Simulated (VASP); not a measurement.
# SrMg6Fe (Amm2) in VASP: reference runs

Reference runs on SrMg6Fe: the cell as given and a disturbed copy.

Program: VASP 6.6.1. These are calculated values, not measurements. Logs are shortened: lines on timing, memory, paths and dates and some standing lists are left out, and cuts for length are marked.

### 1 The crystal as given

Symmetry: Amm2, No. 38, orthorhombic system. The conventional cell has a = 5.011 Å, b = 6.392 Å, c = 12.227 Å, α = 90.00°, β = 90.00°, γ = 90.00°. Sr (site symmetry mm2) has 10 Mg at 3.22 to 3.68 Å and 2 Fe at 3.29 Å as nearest neighbours. Around Fe (site symmetry mm2) lie 8 Mg at 2.82 to 3.24 Å. Around Mg (site symmetry mm2) lie 10 Mg at 3.18 to 3.63 Å and 2 Sr at 3.22 Å. Mg (site symmetry m) is surrounded by 7 Mg at 3.01 to 3.33 Å and 2 Fe at 3.02 Å and 1 Sr at 3.22 Å. Around Mg (site symmetry mm2) lie 10 Mg at 3.20 to 3.56 Å and 2 Fe at 3.24 Å. Around Mg (site symmetry m) lie 1 Fe at 2.82 Å and 5 Mg at 3.01 to 3.18 Å.

The cell comes from a database or a generator and needn't be the stable form of this composition.

### 2 Single point, PBE, collinear spin, ferromagnetic start

INCAR

```
PREC     = Accurate       # precision mode
ENCUT    = 520            # plane-wave cutoff, eV
EDIFF    = 1E-7           # SCF threshold, eV
ISMEAR   = -1             # smearing method
SIGMA    = 0.05           # smearing width, eV
LREAL    = F              # projectors in reciprocal space
LASPH    = T              # aspherical terms in the spheres
NELM     = 100            # most SCF steps
ALGO     = Normal         # electronic algorithm
ISIF     = 2              # what is computed and relaxed
LWAVE    = F              # write WAVECAR
LCHARG   = T              # write CHGCAR
ISPIN    = 2              # spin polarisation
MAGMOM   = 0 3 0 0 0 0 0 0 # initial moments
LORBIT   = 11             # projections on sites
LMAXMIX  = 4              # l up to which the mixer works
GGA      = PE             # functional
LELF     = T              # ELF
LVHAR    = T            
NBANDS   = 29             # bands
```

KPOINTS

```
Automatic mesh
0
Gamma
  6 5 5
```

POSCAR

```
SrMg6Fe
1.0
    5.0110990000      0.0000000000      0.0000000000
    0.0000000000      3.1958990000      6.1133920000
    0.0000000000     -3.1958990000      6.1133920000
Sr Fe Mg
1 1 6
Direct
    0.5000000000      0.6906410000      0.6906410000
    0.0000000000      0.8653930000      0.8653930000
    0.5000000000      0.1589000000      0.1589000000
    0.5000000000      0.1620610000      0.6830120000
    0.5000000000      0.6830120000      0.1620610000
    0.0000000000      0.3218280000      0.3218280000
    0.0000000000      0.2990050000      0.8191600000
    0.0000000000      0.8191600000      0.2990050000
```

Potentials or basis: VASP PAW PBE potentials, release 64 (Sr_sv, Fe, Mg).

Launch:

```
$ cat potpaw_PBE.64/Sr_sv/POTCAR potpaw_PBE.64/Fe/POTCAR potpaw_PBE.64/Mg/POTCAR > POTCAR
$ mpirun -np 1 vasp_std > vasp.out
```

OUTCAR:

```text
PREC = Accurate
   ENCUT = 520
   EDIFF = 1E-7
   ISMEAR = -1
   LREAL = F
   LASPH = T
   NELM = 100
   ISIF = 2
   ISPIN = 2
   LORBIT = 11
   GGA = PE

 ion  position               nearest neighbor table
   1  0.500  0.691  0.691-   3 3.22   3 3.22   4 3.22   5 3.22   2 3.29   2 3.29   8 3.41   7 3.41
                             7 3.41   8 3.41   4 3.68   5 3.68   6 4.37   6 4.37   6 4.37   6 4.37
   2  0.000  0.865  0.865-   7 2.82   8 2.82   4 3.02   5 3.02   4 3.02   5 3.02   6 3.24   6 3.24
                             1 3.29   1 3.29
   3  0.500  0.159  0.159-   7 3.18   8 3.18   7 3.18   8 3.18   6 3.20   6 3.20   1 3.22   1 3.22
                             4 3.27   5 3.27   5 3.63   4 3.63
   4  0.500  0.162  0.683-   7 3.01   7 3.01   2 3.02   2 3.02   5 3.06   1 3.22   6 3.25   6 3.25
                             3 3.27   5 3.33   3 3.63   1 3.68
   5  0.500  0.683  0.162-   8 3.01   8 3.01   2 3.02   2 3.02   4 3.06   1 3.22   6 3.25   6 3.25
                             3 3.27   4 3.33   3 3.63   1 3.68
   6  0.000  0.322  0.322-   3 3.20   3 3.20   2 3.24   2 3.24   5 3.25   4 3.25   4 3.25   5 3.25
                             8 3.34   7 3.34   8 3.56   7 3.56   1 4.37   1 4.37   1 4.37   1 4.37
   7  0.000  0.299  0.819-   2 2.82   4 3.01   4 3.01   8 3.07   3 3.18   3 3.18   8 3.32   6 3.34
                             1 3.41   1 3.41   6 3.56
   8  0.000  0.819  0.299-   2 2.82   5 3.01   5 3.01   7 3.07   3 3.18   3 3.18   7 3.32   6 3.34
                             1 3.41   1 3.41   6 3.56

  LATTYP: Found a base centered orthorhombic cell.
 ALAT       =     6.3917980000
 B/A-ratio  =     1.9128864836
 C/A-ratio  =     0.7839889496

  Lattice vectors:

 A1 = (   0.0000000000,   3.1958990000,  -6.1133920000)
 A2 = (   0.0000000000,   3.1958990000,   6.1133920000)
 A3 = (   5.0110990000,   0.0000000000,   0.0000000000)

Analysis of symmetry for initial positions (statically):
=====================================================================
 Subroutine PRICEL returns:
 Original cell was already a primitive cell.

 Routine SETGRP: Setting up the symmetry group for a
 base centered orthorhombic supercell.

 Subroutine GETGRP returns: Found  4 space group operations
 (whereof  4 operations were pure point group operations)
 out of a pool of  8 trial point group operations.

The static configuration has the point symmetry C_2v.

Analysis of symmetry for dynamics (positions and initial velocities):
=====================================================================
 Subroutine PRICEL returns:
 Original cell was already a primitive cell.

 Routine SETGRP: Setting up the symmetry group for a
[... 177 lines left out ...]
  free energy    TOTEN  =       -17.11754743 eV

  energy without entropy =      -17.06910040  energy(sigma->0) =      -17.09332392

 E-fermi :   2.4777     XC(G=0):  -8.6571

 val. band max:        2.4596634252   @ k =   0.3333   0.2000   0.0000
 cond. band min:       2.4842232907   @ k =   0.5000   0.0000   0.0000
 fundamental gap:      0.0245598655
 Fermi energy:         2.4776907956

 spin component 1

 k-point     1 :       0.0000    0.0000    0.0000
  band No.  band energies     occupation
      1     -32.9294      1.00000
      2     -15.0744      1.00000
      3     -15.0287      1.00000
      4     -14.9792      1.00000
      5      -3.8774      1.00000
      6      -0.5114      1.00000
[... 709 lines left out ...]
     26       6.5224      0.00000
     27       7.2786      0.00000

 [... further k-points ...]

 spin component 2

 k-point     1 :       0.0000    0.0000    0.0000
  band No.  band energies     occupation
      1     -32.9305      1.00000
      2     -15.0830      1.00000
      3     -15.0277      1.00000
      4     -14.9842      1.00000
      5      -3.8587      1.00000
      6      -0.2514      1.00000
[... 709 lines left out ...]
     26       6.6438      0.00000
     27       7.3876      0.00000

 [... further k-points ...]

 [bands above 27 left out]

------------------------ aborting loop because EDIFF is reached ----------------------------------------

  FORCE on cell =-STRESS in cart. coord.  units (eV):
  Direction    XX          YY          ZZ          XY          YZ          ZX
  --------------------------------------------------------------------------------------
  -------------------------------------------------------------------------------------
  Total       -0.2101122      0.3229331     -0.0149837      0.0000000      0.0000000      0.0000000
  in kB       -1.7191892      2.6423167     -0.1226000      0.0000000      0.0000000      0.0000000
  external PRESSURE =       0.2668425 kB  Pullay stress =       0.0000000 kB

 VOLUME and BASIS-vectors are now :
 -----------------------------------------------------------------------------
  energy-cutoff  :      520.00
  volume of cell :      195.81
      direct lattice vectors                 reciprocal lattice vectors
     5.011099000  0.000000000  0.000000000     0.199557023  0.000000000  0.000000000
     0.000000000  3.195899000  6.113392000     0.000000000  0.156450501  0.081787656
     0.000000000 -3.195899000  6.113392000     0.000000000 -0.156450501  0.081787656

 POSITION                                       TOTAL-FORCE (eV/Angst)
 -----------------------------------------------------------------------------------
      2.50555      0.00000      8.44432         0.000000      0.000000      0.032730
      0.00000      0.00000     10.58097         0.000000      0.000000      0.062406
      2.50555      0.00000      1.94284         0.000000      0.000000     -0.092196
      2.50555     -1.66491      5.16626         0.000000      0.076222      0.067671
      2.50555      1.66491      5.16626         0.000000     -0.076222      0.067671
      0.00000      0.00000      3.93492         0.000000      0.000000     -0.073947
      0.00000     -1.66236      6.83578         0.000000     -0.056523     -0.032168
      0.00000      1.66236      6.83578         0.000000      0.056523     -0.032168
 -----------------------------------------------------------------------------------
    total drift:                               -0.000000     -0.000000      0.000518

  FREE ENERGIE OF THE ION-ELECTRON SYSTEM (eV)
  ---------------------------------------------------
  free  energy   TOTEN  =       -17.1175474306 eV

  energy  without entropy=      -17.0691004038  energy(sigma->0) =      -17.09332392

 total charge

# of ion       s       p       d       tot
------------------------------------------
    1        2.044   5.762   0.260   8.065
    2        0.409   0.217   6.128   6.754
    3        0.239   0.117   0.010   0.365
    4        0.219   0.125   0.012   0.357
    5        0.219   0.125   0.012   0.357
    6        0.192   0.108   0.010   0.310
    7        0.225   0.125   0.011   0.361
    8        0.225   0.125   0.011   0.361
--------------------------------------------------
tot          3.773   6.704   6.453  16.930

 magnetization (x)

# of ion       s       p       d       tot
------------------------------------------
    1       -0.004   0.005  -0.004  -0.003
    2        0.039   0.020   2.699   2.758
    3        0.001   0.007   0.000   0.007
    4       -0.004  -0.005  -0.001  -0.010
    5       -0.004  -0.005  -0.001  -0.010
    6       -0.004  -0.005  -0.001  -0.009
    7       -0.002  -0.003  -0.000  -0.006
    8       -0.002  -0.003  -0.000  -0.006
--------------------------------------------------
tot          0.020   0.008   2.693   2.722
```

OSZICAR:

```text
N       E                     dE             d eps       ncg     rms          rms(c)
DAV:   1     0.124255852644E+03    0.12426E+03   -0.10345E+04  4176   0.823E+02
DAV:   2    -0.795461816075E+01   -0.13221E+03   -0.11997E+03  4201   0.176E+02
[... 16 lines left out ...]
DAV:  19    -0.171175548881E+02   -0.48327E-06   -0.82314E-05  6371   0.424E-02    0.967E-02
DAV:  20    -0.171175470452E+02    0.78429E-05   -0.70429E-05  6318   0.359E-02    0.488E-02
DAV:  21    -0.171175452582E+02    0.17870E-05   -0.54018E-05  6448   0.306E-02    0.119E-02
DAV:  22    -0.171175471083E+02   -0.18501E-05   -0.44523E-06  6380   0.117E-02    0.693E-03
DAV:  23    -0.171175473664E+02   -0.25812E-06   -0.15852E-06  6065   0.883E-03    0.295E-03
DAV:  24    -0.171175474306E+02   -0.64176E-07   -0.19328E-07  2638   0.235E-03
   1 F= -.17117547E+02 E0= -.17093324E+02  d E =-.484470E-01  mag=     2.6940
```

stdout:

```text
POSCAR found type information on POSCAR SrFeMg
 POSCAR found :  3 types and       8 ions
 scaLAPACK will be used
 LDA part: xc-table for (Slater+PW92), standard interpolation
 POSCAR, INCAR and KPOINTS ok, starting setup
 FFT: planning ... GRIDC
 FFT: planning ... GRID_SOFT
 FFT: planning ... GRID
 WAVECAR not read
 entering main loop
```

Wall time 8.6 min (1 thread of Intel Xeon 6975P-C (Granite Rapids), shared host); peak memory 0.64 GiB.

What came out:

- Free energy: -17.1175 eV
- Pressure: 0.0 GPa
- Largest force: 0.102 eV/Å
- Band gap on the k mesh: none (metal or under the smearing width)
- Net moment: 2.69 μB per cell
- Site moments: Sr -0.00; Fe +2.76; Mg +0.01, -0.01 μB
- Valence electrons inside the program's atomic spheres: Sr 8.06; Fe 6.75; Mg 0.36, 0.31

Forces on the atoms (eV/Å):
```
Sr   0.000  0.000  0.033
Fe   0.000  0.000  0.062
Mg   0.000  0.000 -0.092
Mg   0.000  0.076  0.068
Mg   0.000 -0.076  0.068
Mg   0.000  0.000 -0.074
Mg   0.000 -0.057 -0.032
Mg   0.000  0.057 -0.032
```

Stress tensor (GPa, compression positive):
```
-0.17  0.00  0.00
 0.00  0.26  0.00
 0.00  0.00 -0.01
```

### 3 Single point, PBE, collinear spin, ferromagnetic start (atoms moved at random, drawn with an rms of 0.05 Å)

INCAR

```
ALGO = Normal ; EDIFF = 1E-7
ENCUT = 520 ; GGA = PE
ISIF = 2 ; ISMEAR = -1
ISPIN = 2 ; LASPH = True
LCHARG = False ; LMAXMIX = 4
LORBIT = 11 ; LREAL = False
LWAVE = False ; MAGMOM = 0 3 0 0 0 0 0 0
NBANDS = 29 ; NELM = 150
PREC = Accurate ; SIGMA = 0.05
```

KPOINTS

```
k-points
0
Gamma
  6 5 5
```

POSCAR

```
SrMg6Fe
1.0
    5.0110990000      0.0000000000      0.0000000000
    0.0000000000      3.1958990000      6.1133920000
    0.0000000000     -3.1958990000      6.1133920000
Sr Fe Mg
1 1 6
Direct
    0.5038650000      0.6972270000      0.6862590000
   -0.0000360000      0.8608600000      0.8619390000
    0.5003990000      0.1548970000      0.1615810000
    0.5079880000      0.1630900000      0.6825170000
    0.5000450000      0.6856750000      0.1668360000
   -0.0041190000      0.3205500000      0.3214570000
    0.0000120000      0.2911860000      0.8251310000
   -0.0155220000      0.8025550000      0.3075540000
```

Potentials or basis: VASP PAW PBE potentials, release 64 (Sr_sv, Fe, Mg).

Launch:

```
$ cat potpaw_PBE.64/Sr_sv/POTCAR potpaw_PBE.64/Fe/POTCAR potpaw_PBE.64/Mg/POTCAR > POTCAR
$ mpirun -np 1 vasp_std > vasp.out
```

OUTCAR:

```text
EDIFF = 1E-7
   ENCUT = 520
   GGA = PE
   ISIF = 2
   ISMEAR = -1
   ISPIN = 2
   LASPH = True
   LORBIT = 11
   LREAL = False
   NELM = 150
   PREC = Accurate

 ion  position               nearest neighbor table
   1  0.504  0.697  0.686-   3 3.17   4 3.20   2 3.24   2 3.27   5 3.27   3 3.28   8 3.31   7 3.45
                             8 3.46   7 3.47   5 3.63   4 3.70   6 4.31   6 4.35   6 4.36
   2  1.000  0.861  0.862-   7 2.83   8 2.86   4 3.00   5 3.04   5 3.04   4 3.07   6 3.23   6 3.23
                             1 3.24   1 3.27
   3  0.500  0.155  0.162-   8 3.16   1 3.17   7 3.17   7 3.17   6 3.18   5 3.22   6 3.22   4 3.27
                             1 3.28   8 3.29   4 3.63
   4  0.508  0.163  0.683-   7 2.97   2 3.00   7 3.04   2 3.07   5 3.07   1 3.20   6 3.21   3 3.27
                             6 3.30   5 3.32   3 3.63   1 3.70
   5  0.500  0.686  0.167-   8 2.89   8 3.03   2 3.04   2 3.04   4 3.07   3 3.22   6 3.25   1 3.27
                             6 3.29   4 3.32   1 3.63
   6  0.996  0.321  0.321-   3 3.18   4 3.21   3 3.22   2 3.23   2 3.23   5 3.25   8 3.27   5 3.29
                             4 3.30   7 3.36   7 3.54   8 3.63   1 4.31   1 4.35   1 4.36
   7  0.000  0.291  0.825-   2 2.83   4 2.97   4 3.04   8 3.10   3 3.17   3 3.17   8 3.29   6 3.36
                             1 3.45   1 3.47   6 3.54
   8  0.984  0.803  0.308-   2 2.86   5 2.89   5 3.03   7 3.10   3 3.16   6 3.27   3 3.29   7 3.29
                             1 3.31   1 3.46   6 3.63

  LATTYP: Found a base centered orthorhombic cell.
 ALAT       =     6.3917980000
 B/A-ratio  =     1.9128864836
 C/A-ratio  =     0.7839889496

  Lattice vectors:

 A1 = (   0.0000000000,   3.1958990000,  -6.1133920000)
 A2 = (   0.0000000000,   3.1958990000,   6.1133920000)
 A3 = (   5.0110990000,   0.0000000000,   0.0000000000)

Analysis of symmetry for initial positions (statically):
=====================================================================
 Subroutine PRICEL returns:
 Original cell was already a primitive cell.

[... 925 lines left out ...]
 [... further k-points ...]

 spin component 2

 k-point     1 :       0.0000    0.0000    0.0000
  band No.  band energies     occupation
      1     -32.9130      1.00000
      2     -15.0665      1.00000
      3     -15.0113      1.00000
      4     -14.9696      1.00000
      5      -3.8613      1.00000
      6      -0.2252      1.00000
[... 709 lines left out ...]
     26       6.7590      0.00000
     27       7.0944      0.00000

 [... further k-points ...]

 [bands above 27 left out]

------------------------ aborting loop because EDIFF is reached ----------------------------------------

  FORCE on cell =-STRESS in cart. coord.  units (eV):
  Direction    XX          YY          ZZ          XY          YZ          ZX
  --------------------------------------------------------------------------------------
  -------------------------------------------------------------------------------------
  Total        0.0307597      0.0072408      0.1145847      0.0899047     -0.1657451      0.0320865
  in kB        0.2516833      0.0592461      0.9375594      0.7356223     -1.3561665      0.2625391
  external PRESSURE =       0.4161629 kB  Pullay stress =       0.0000000 kB

 VOLUME and BASIS-vectors are now :
 -----------------------------------------------------------------------------
  energy-cutoff  :      520.00
  volume of cell :      195.81
      direct lattice vectors                 reciprocal lattice vectors
     5.011099000  0.000000000  0.000000000     0.199557023  0.000000000  0.000000000
     0.000000000  3.195899000  6.113392000     0.000000000  0.156450501  0.081787656
     0.000000000 -3.195899000  6.113392000     0.000000000 -0.156450501  0.081787656

 POSITION                                       TOTAL-FORCE (eV/Angst)
 -----------------------------------------------------------------------------------
      2.52492      0.03505      8.45779        -0.158087     -0.350815      0.033616
      5.01092     -0.00345     10.53215         0.025755     -0.022764      0.183893
      2.50755     -0.02136      1.93475        -0.079530      0.173746     -0.087270
      2.54558     -1.66004      5.16953        -0.122545      0.098489      0.083133
      2.50577      1.65816      5.21173        -0.184559     -0.006872     -0.155014
      4.99046     -0.00290      3.92484         0.078419     -0.024819     -0.102320
      0.00006     -1.70643      6.82448         0.099829     -0.054900      0.018519
      4.93332      1.58197      6.78653         0.340717      0.187936      0.025443
 -----------------------------------------------------------------------------------
    total drift:                                0.000020      0.000129      0.000619

  FREE ENERGIE OF THE ION-ELECTRON SYSTEM (eV)
  ---------------------------------------------------
  free  energy   TOTEN  =       -17.0797676138 eV

  energy  without entropy=      -17.0312165985  energy(sigma->0) =      -17.05549211

 total charge

# of ion       s       p       d       tot
------------------------------------------
    1        2.044   5.762   0.262   8.067
    2        0.409   0.214   6.126   6.749
    3        0.239   0.116   0.010   0.364
    4        0.220   0.125   0.012   0.357
    5        0.219   0.126   0.012   0.358
    6        0.193   0.108   0.010   0.311
    7        0.223   0.124   0.011   0.358
    8        0.225   0.126   0.011   0.363
--------------------------------------------------
tot          3.771   6.702   6.453  16.927

 magnetization (x)

# of ion       s       p       d       tot
------------------------------------------
    1       -0.004   0.004  -0.006  -0.005
    2        0.040   0.020   2.705   2.765
    3        0.000   0.006   0.000   0.007
    4       -0.004  -0.005  -0.001  -0.010
    5       -0.004  -0.005  -0.001  -0.009
    6       -0.004  -0.005  -0.001  -0.010
    7       -0.002  -0.004  -0.000  -0.006
    8       -0.002  -0.004  -0.000  -0.006
--------------------------------------------------
tot          0.021   0.007   2.698   2.726
```

OSZICAR:

```text
N       E                     dE             d eps       ncg     rms          rms(c)
DAV:   1     0.125278046449E+03    0.12528E+03   -0.10308E+04  8816   0.822E+02
DAV:   2    -0.775300199366E+01   -0.13303E+03   -0.12052E+03  8946   0.176E+02
DAV:   3    -0.184065380049E+02   -0.10654E+02   -0.10352E+02 14137   0.471E+01
[... 22 lines left out ...]
DAV:  26    -0.170797669778E+02   -0.53042E-06   -0.14370E-05 13217   0.149E-02    0.342E-03
DAV:  27    -0.170797672425E+02   -0.26478E-06   -0.62893E-06 12677   0.101E-02    0.414E-03
DAV:  28    -0.170797674668E+02   -0.22428E-06   -0.68721E-06 11277   0.106E-02    0.181E-03
DAV:  29    -0.170797675828E+02   -0.11593E-06   -0.14117E-06  9094   0.486E-03    0.179E-03
DAV:  30    -0.170797676138E+02   -0.31062E-07   -0.43349E-07  5281   0.290E-03
   1 F= -.17079768E+02 E0= -.17055492E+02  d E =-.485510E-01  mag=     2.6826
```

It took 25 min on 1 thread of Intel Xeon 6975P-C (Granite Rapids), shared host; peak memory 0.91 GiB.

What came out:

```
Free energy                                           : -17.0798 eV
Pressure                                              : 0.0 GPa
Largest force                                         : 0.390 eV/Å
Band gap on the k mesh                                : none (metal or under the smearing width)
Net moment                                            : 2.68 μB per cell
Site moments                                          : Sr -0.01; Fe +2.77; Mg +0.01, -0.01 μB
Valence electrons inside the program's atomic spheres : Sr 8.07; Fe 6.75; Mg 0.36, 0.31
```

Forces in eV/Å, atoms in the order of the input:
```
Sr  -0.158 -0.351  0.034
Fe   0.026 -0.023  0.184
Mg  -0.080  0.174 -0.087
Mg  -0.123  0.098  0.083
Mg  -0.185 -0.007 -0.155
Mg   0.078 -0.025 -0.102
Mg   0.100 -0.055  0.019
Mg   0.341  0.188  0.025
```

Stress tensor (GPa, compression positive):
```
 0.03  0.07  0.03
 0.07  0.01 -0.14
 0.03 -0.14  0.09
```
